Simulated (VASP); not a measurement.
OSZICAR of a VASP run on Pd₁₆Cl:

File OSZICAR:
```
       N       E                     dE             d eps       ncg     rms          rms(c)
DAV:   1    -0.818866297867E+02   -0.81887E+02   -0.15371E-02  1948   0.470E-01    0.703E-01
DAV:   2    -0.833681314095E+02   -0.14815E+01   -0.48655E+00  2124   0.978E+00    0.119E+01
DAV:   3    -0.818791795225E+02    0.14890E+01   -0.27038E+00  2160   0.846E+00    0.771E-01
DAV:   4    -0.818829585929E+02   -0.37791E-02   -0.37945E-02  1500   0.853E-01    0.356E-01
DAV:   5    -0.818835154604E+02   -0.55687E-03   -0.75502E-03  1492   0.504E-01    0.308E-01
DAV:   6    -0.818828008361E+02    0.71462E-03   -0.33588E-03  1528   0.338E-01    0.106E-01
DAV:   7    -0.818827450272E+02    0.55809E-04   -0.52174E-04  1472   0.139E-01    0.531E-02
DAV:   8    -0.818827455394E+02   -0.51212E-06   -0.21285E-04  1480   0.687E-02    0.486E-02
DAV:   9    -0.818827335757E+02    0.11964E-04   -0.69961E-05  1524   0.431E-02    0.252E-02
DAV:  10    -0.818827313335E+02    0.22422E-05   -0.23192E-05  1492   0.263E-02    0.187E-02
DAV:  11    -0.818827296507E+02    0.16828E-05   -0.18842E-05  1256   0.179E-02    0.114E-02
DAV:  12    -0.818827298146E+02   -0.16394E-06   -0.21530E-06   836   0.762E-03
   1 F= -.81882730E+02 E0= -.81881566E+02  d E =-.349235E-02
```

### Question
Which electronic solver shows in the log?

### Answer
It is blocked Davidson (ALGO = Normal, or the opening steps of other solvers). The INCAR had ALGO = Normal.

### Question
Can the final energy be trusted as converged?

### Answer
The run converged. It stopped with EDIFF = 1E-6, NELM = 100 (PBE GGA, plane waves, VASP's PBE PAW potentials (set 64)).

The cell is a thin slab with vacuum, built from Pd (fcc): (111) face, Cl adsorbed.
